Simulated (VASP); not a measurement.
# La5Ge3 with PBEsol: from relaxation to properties, part 6 of 6

What structure does La5Ge3 take at this level, and what are its properties? Left out of this account: 1 further run (relaxation: it shows nothing beyond the runs told). The start is a computed cell from the Materials Project.

VASP 6.6.1; PBEsol; plane waves and PAW (La, Ge_d).

Still holding for the runs below: The k-mesh is coarse for a metal.

So far. Step 11 (Volume scan with PBEsol, volume scale 1): The run ends at a pressure of 0.02 GPa, with forces up to 0.0068 eV/Å.

**12. Volume scan with PBEsol, volume scale 1.02**

File INCAR:

```
SYSTEM = La5Ge3
PREC = Accurate
ENCUT = 410
EDIFF = 1E-06
NELM = 100
ISMEAR = 1
SIGMA = 0.2
LREAL = .FALSE.
ALGO = Normal
GGA = PS
NBANDS = 120
LASPH = .TRUE.
LORBIT = 11
LWAVE = .FALSE.
LCHARG = .FALSE.
KPAR = 4
NCORE = 2
ISIF = 2
```

File POSCAR:

```
La5Ge3
1.0
    8.9929462247      0.0000000000      0.0000000000
   -4.4964731123      7.7881198855      0.0000000000
    0.0000000000      0.0000000000      6.7619414758
La Ge
10 6
Direct
    0.6666666700      0.3333333300      0.0000000000
    0.3333333300      0.6666666700      0.0000000000
    0.3333333300      0.6666666700      0.5000000000
    0.6666666700      0.3333333300      0.5000000000
    0.7467885728      0.7467885728      0.7500000000
    0.2532114272      0.0000000000      0.7500000000
    0.0000000000      0.2532114272      0.7500000000
    0.2532114272      0.2532114272      0.2500000000
    0.7467885728      0.0000000000      0.2500000000
    0.0000000000      0.7467885728      0.2500000000
    0.3891162677      0.3891162677      0.7500000000
    0.6108837323      0.0000000000      0.7500000000
    0.0000000000      0.6108837323      0.7500000000
    0.6108837323      0.6108837323      0.2500000000
    0.3891162677      0.0000000000      0.2500000000
    0.0000000000      0.3891162677      0.2500000000
```

File KPOINTS:

```
Automatic mesh
0
Gamma
3 3 4
0 0 0
```

The projector-augmented-wave data sets are La and Ge_d (PBE family, release 64).

Run with:

```
mpirun -np 8 vasp_std
```

Log:

```text
[... set-up lines as in an earlier step ...]
 entering main loop
       N       E                     dE             d eps       ncg     rms          rms(c)
DAV:   1     0.274726871576E+04    0.27473E+04   -0.60101E+04  2248   0.255E+03
DAV:   2     0.105427970980E+04   -0.16930E+04   -0.15823E+04  2512   0.675E+02
DAV:   3     0.115915499953E+03   -0.93836E+03   -0.92143E+03  3320   0.345E+02
DAV:   4    -0.735787021247E+02   -0.18949E+03   -0.18424E+03  3616   0.178E+02
[...]
DAV:  22    -0.941977207129E+02   -0.55783E-06   -0.10742E-05  2496   0.155E-02    0.192E-03
DAV:  23    -0.941977221719E+02   -0.14590E-05   -0.18546E-05  2592   0.134E-02    0.699E-03
DAV:  24    -0.941977218875E+02    0.28434E-06   -0.67900E-06  2368   0.145E-02
   1 F= -.94197722E+02 E0= -.94182666E+02  d E =-.451683E-01
```

The job ended after 5.3 min (8 MPI ranks of AMD EPYC 7R43, shared host; peak memory 2.8 GiB; 42 min of CPU time).

OUTCAR, selected parts (step 12):

```text
  Total       -3.5417847     -3.5417847     -2.3998751     -0.0000000      0.0000000      0.0000000
  in kB      -11.9819280    -11.9819280     -8.1188250     -0.0000000      0.0000000      0.0000000
  external PRESSURE =     -10.6942270 kB  Pullay stress =       0.0000000 kB

 POSITION                                       TOTAL-FORCE (eV/Angst)
 -----------------------------------------------------------------------------------
      4.49647      2.59604      0.00000         0.000000     -0.000000      0.000000
     -0.00000      5.19208      0.00000        -0.000000     -0.000000      0.000000
     -0.00000      5.19208      3.38097         0.000000     -0.000000      0.000000
      4.49647      2.59604      3.38097         0.000000     -0.000000      0.000000
      3.35791      5.81608      5.07146        -0.007013     -0.012148      0.000000
      2.27712      0.00000      5.07146         0.014027     -0.000000      0.000000
     -1.13856      1.97204      5.07146        -0.007013      0.012148      0.000000
      1.13856      1.97204      1.69049         0.007013      0.012148     -0.000000
      6.71583      0.00000      1.69049        -0.014027     -0.000000      0.000000
     -3.35791      5.81608      1.69049         0.007013     -0.012148      0.000000
      1.74965      3.03048      5.07146        -0.006556     -0.011355     -0.000000
      5.49364      0.00000      5.07146         0.013112     -0.000000     -0.000000
     -2.74682      4.75764      5.07146        -0.006556      0.011355      0.000000
      2.74682      4.75764      1.69049         0.006556      0.011355     -0.000000
      3.49930      0.00000      1.69049        -0.013112     -0.000000     -0.000000
     -1.74965      3.03048      1.69049         0.006556     -0.011355      0.000000
 -----------------------------------------------------------------------------------
    total drift:                                0.000000     -0.000000      0.000000

  FREE ENERGIE OF THE ION-ELECTRON SYSTEM (eV)
  ---------------------------------------------------
  free  energy   TOTEN  =       -94.1977218875 eV

  energy  without entropy=      -94.1525536313  energy(sigma->0) =      -94.18266580

[... 1 part as in an earlier step ...]

[... 2 further parts left out ...]
[key lines of the parts left out:]
E-fermi :   7.4154
```

The pressure falls from 0.02 to -1.07 GPa.

The run ends at a pressure of -1.07 GPa, with forces up to 0.014 eV/Å.

**13. Volume scan with PBEsol, volume scale 1.04**

INCAR is that of step 12.

Changes to POSCAR since step 12:

```diff
@@ -2,5 +2,5 @@
 1.0
-    8.9929462247      0.0000000000      0.0000000000
-   -4.4964731123      7.7881198855      0.0000000000
-    0.0000000000      0.0000000000      6.7619414758
+    9.0513436157      0.0000000000      0.0000000000
+   -4.5256718078      7.8386935097      0.0000000000
+    0.0000000000      0.0000000000      6.8058514171
 La Ge
```

KPOINTS is that of step 12.

Run with:

```
mpirun -np 8 vasp_std
```

Log:

```text
[... set-up lines as in an earlier step ...]
 entering main loop
       N       E                     dE             d eps       ncg     rms          rms(c)
DAV:   1     0.271445831843E+04    0.27145E+04   -0.60693E+04  2264   0.253E+03
DAV:   2     0.104600664217E+04   -0.16685E+04   -0.15625E+04  2512   0.663E+02
DAV:   3     0.110786202340E+03   -0.93522E+03   -0.91844E+03  3368   0.339E+02
DAV:   4    -0.738359929507E+02   -0.18462E+03   -0.17938E+03  3624   0.175E+02
[...]
DAV:  22    -0.941143153286E+02    0.10111E-06   -0.10923E-05  2488   0.159E-02    0.389E-03
DAV:  23    -0.941143179725E+02   -0.26439E-05   -0.22269E-05  2848   0.143E-02    0.611E-03
DAV:  24    -0.941143170022E+02    0.97026E-06   -0.84019E-06  2520   0.133E-02
   1 F= -.94114317E+02 E0= -.94100288E+02  d E =-.420873E-01
```

Run time: 5 min. Hardware: 8 MPI ranks; peak memory 2.8 GiB; 40 min of CPU time.

Parts of OUTCAR (step 13):

```text
  Total       -6.9814447     -6.9814447     -4.7409311     -0.0000000      0.0000000     -0.0000000
  in kB      -23.1641670    -23.1641670    -15.7302283     -0.0000000      0.0000000     -0.0000000
  external PRESSURE =     -20.6861875 kB  Pullay stress =       0.0000000 kB

 POSITION                                       TOTAL-FORCE (eV/Angst)
 -----------------------------------------------------------------------------------
      4.52567      2.61290      0.00000        -0.000000      0.000000      0.000000
     -0.00000      5.22580      0.00000        -0.000000      0.000000      0.000000
     -0.00000      5.22580      3.40293        -0.000000      0.000000      0.000000
      4.52567      2.61290      3.40293        -0.000000      0.000000      0.000000
      3.37972      5.85385      5.10439        -0.010447     -0.018095      0.000000
      2.29190      0.00000      5.10439         0.020894      0.000000      0.000000
     -1.14595      1.98485      5.10439        -0.010447      0.018095      0.000000
      1.14595      1.98485      1.70146         0.010447      0.018095     -0.000000
      6.75944      0.00000      1.70146        -0.020894      0.000000      0.000000
     -3.37972      5.85385      1.70146         0.010447     -0.018095      0.000000
      1.76101      3.05016      5.10439        -0.014744     -0.025538     -0.000000
      5.52932      0.00000      5.10439         0.029488      0.000000     -0.000000
     -2.76466      4.78853      5.10439        -0.014744      0.025538      0.000000
      2.76466      4.78853      1.70146         0.014744      0.025538      0.000000
      3.52203      0.00000      1.70146        -0.029488      0.000000     -0.000000
     -1.76101      3.05016      1.70146         0.014744     -0.025538     -0.000000
 -----------------------------------------------------------------------------------
    total drift:                                0.000000     -0.000000      0.000000

  FREE ENERGIE OF THE ION-ELECTRON SYSTEM (eV)
  ---------------------------------------------------
  free  energy   TOTEN  =       -94.1143170022 eV

  energy  without entropy=      -94.0722296675  energy(sigma->0) =      -94.10028789

[... 1 part as in an earlier step ...]

[... 2 further parts left out ...]
[key lines of the parts left out:]
E-fermi :   7.2333
```

The pressure falls from -1.07 to -2.07 GPa.

The run ends at a pressure of -2.07 GPa, with forces up to 0.029 eV/Å.

**14. Volume scan with PBEsol, volume scale 1.06**

A prediction first. A parabola through the 6 pressures of evenly scaled cells so far, P = 0.02 -57.1 t +100 t² GPa with t = ln(V/V₁) and V₁ the volume at scale 1, gives -2.97 GPa at t = +0.0583.

INCAR is that of step 13.

Changes to POSCAR since step 13:

```diff
@@ -2,5 +2,5 @@
 1.0
-    9.0513436157      0.0000000000      0.0000000000
-   -4.5256718078      7.8386935097      0.0000000000
-    0.0000000000      0.0000000000      6.8058514171
+    9.1089970403      0.0000000000      0.0000000000
+   -4.5544985201      7.8886228400      0.0000000000
+    0.0000000000      0.0000000000      6.8492019580
 La Ge
```

KPOINTS is that of step 13.

Run with:

```
mpirun -np 8 vasp_std
```

Log:

```text
[... set-up lines as in an earlier step ...]
 entering main loop
       N       E                     dE             d eps       ncg     rms          rms(c)
DAV:   1     0.272989146430E+04    0.27299E+04   -0.60910E+04  2256   0.251E+03
DAV:   2     0.104497364470E+04   -0.16849E+04   -0.15794E+04  2536   0.665E+02
DAV:   3     0.110971081704E+03   -0.93400E+03   -0.91848E+03  3312   0.338E+02
DAV:   4    -0.735458816690E+02   -0.18452E+03   -0.17912E+03  3608   0.174E+02
[...]
DAV:  22    -0.939746662107E+02   -0.12766E-05   -0.13560E-05  2632   0.167E-02    0.146E-03
DAV:  23    -0.939746672710E+02   -0.10603E-05   -0.13838E-05  2544   0.124E-02    0.742E-03
DAV:  24    -0.939746666431E+02    0.62795E-06   -0.94898E-06  2528   0.148E-02
   1 F= -.93974667E+02 E0= -.93961710E+02  d E =-.388706E-01
```

Wall time 5.2 min (8 MPI ranks); peak memory 2.9 GiB; 41 min of CPU time.

Parts of OUTCAR (step 14):

```text
  Total      -10.2501152    -10.2501152     -6.9886431     -0.0000000     -0.0000000     -0.0000000
  in kB      -33.3678022    -33.3678022    -22.7505406     -0.0000000     -0.0000000     -0.0000000
  external PRESSURE =     -29.8287150 kB  Pullay stress =       0.0000000 kB

 POSITION                                       TOTAL-FORCE (eV/Angst)
 -----------------------------------------------------------------------------------
      4.55450      2.62954      0.00000         0.000000     -0.000000      0.000000
     -0.00000      5.25908      0.00000         0.000000     -0.000000      0.000000
     -0.00000      5.25908      3.42460         0.000000     -0.000000      0.000000
      4.55450      2.62954      3.42460         0.000000     -0.000000      0.000000
      3.40125      5.89113      5.13690        -0.014010     -0.024266      0.000000
      2.30650      0.00000      5.13690         0.028021     -0.000000      0.000000
     -1.15325      1.99749      5.13690        -0.014010      0.024266      0.000000
      1.15325      1.99749      1.71230         0.014010      0.024266     -0.000000
      6.80249      0.00000      1.71230        -0.028021     -0.000000     -0.000000
     -3.40125      5.89113      1.71230         0.014010     -0.024266     -0.000000
      1.77223      3.06959      5.13690        -0.022037     -0.038170     -0.000000
      5.56454      0.00000      5.13690         0.044074     -0.000000      0.000000
     -2.78227      4.81903      5.13690        -0.022037      0.038170     -0.000000
      2.78227      4.81903      1.71230         0.022037      0.038170      0.000000
      3.54446      0.00000      1.71230        -0.044074     -0.000000     -0.000000
     -1.77223      3.06959      1.71230         0.022037     -0.038170      0.000000
 -----------------------------------------------------------------------------------
    total drift:                                0.000000     -0.000000      0.000000

  FREE ENERGIE OF THE ION-ELECTRON SYSTEM (eV)
  ---------------------------------------------------
  free  energy   TOTEN  =       -93.9746666431 eV

  energy  without entropy=      -93.9357960145  energy(sigma->0) =      -93.96170977

[... 1 part as in an earlier step ...]

[... 2 further parts left out ...]
[key lines of the parts left out:]
E-fermi :   7.0582
```

The pressure falls from -2.07 to -2.98 GPa. The parabola predicted -2.97 GPa, +0.01 GPa off.

**15. Comparing the runs**

Times are for 8 MPI ranks of AMD EPYC 7R43, shared host. The runs compared:

```csv
no.,volume scale,energy above the lowest point (meV/atom),pressure (GPa),time,memory (GiB)
1,0.94,22.25,3.940,5.1 min,2.7
2,0.96,10.01,2.517,5 min,2.7
3,0.98,2.77,1.216,4.8 min,2.8
4,1,0,0.01912,5.1 min,2.8
5,1.02,1.42,-1.069,5.3 min,2.8
6,1.04,6.56,-2.069,5 min,2.8
7,1.06,15.23,-2.983,5.2 min,2.9
```

**16. Fit for PBEsol**

This step: Birch-Murnaghan fit, PBEsol; plane waves and PAW (VASP 6.6.1).

No new run; the numbers come from the runs before.

This step gave:

```
pressure derivative of the bulk modulus : 3.473
r.m.s. error of the fit                 : 1.08e-5 eV/atom
minimum inside the sampled range        : yes
bulk modulus                            : 56.49 GPa
equilibrium volume of the fit           : 29.11 Å³/atom
```

Energy above the fitted minimum against volume:

```csv
volume (Å³/atom),energy above the fitted minimum (eV/atom)
27.28,0.0223
27.86,0.0100
28.44,0.00280
29.02,3.7e-5
29.60,0.00145
30.18,0.00660
30.76,0.0153
```

The fitted volume lies +0.30 % from the relaxed one. At a finite cutoff and mesh the minimum of the energy and the zero of the stress don't quite coincide, and the relaxation stops at a threshold. The atoms bear forces along the scan, since they were held; freeing them would lower the modulus.

**17. Summary of results**

| Property | Result |
| --- | --- |
| relaxed volume | 29.02 Å³/atom |
| relaxed conventional cell a, b, c | 8.934, 8.934, 6.717 Å; angles 90.0, 90.0, 120.0° |
| space group after relaxing, within 0.02 Å | P6_3/mcm (No. 193) |
| DOS at the Fermi level | 19.9 states/eV/cell |
| bulk modulus from the fit | 56.5 GPa |
| volume from the fit | 29.1 Å³/atom |

In words: With PBEsol, La5Ge3 relaxes to 29.02 Å³/atom in space group P6_3/mcm (held by the symmetry of the run) and has a bulk modulus of 56.5 GPa at fixed shape and positions, an upper bound. Not obtained: bands along the symmetry lines (PBEsol), because the run hit its time limit. Spin-orbit coupling is left out, and with elements this heavy it would split and shift bands near the Fermi level. The k-sampling is coarse for a metal, so the Fermi level, pressures and the shape of the cell carry errors. No search among competing phases was made, and a listed structure need not be the one stable at ambient conditions. All values are for a static lattice at zero temperature.

[Lines on the potential files, build, host, timing and source positions are cut from VASP's logs without a mark.]

[Logs are printed without paths, hosts, clocks, repeated set-up lines and the standing remarks that a program may print on its own settings, such as how far it seeks lower states.]

[Hosts, paths, dates, database ids (printed as entryN), source tags and the programs' standing remarks are cut or masked in the printed files.]

[A measured line is paired with the nearest computed mode of its activity, which favours agreement.]

[In band tables of VASP the shares of atoms and orbitals are scaled to a sum of 1 inside the atoms' spheres.]
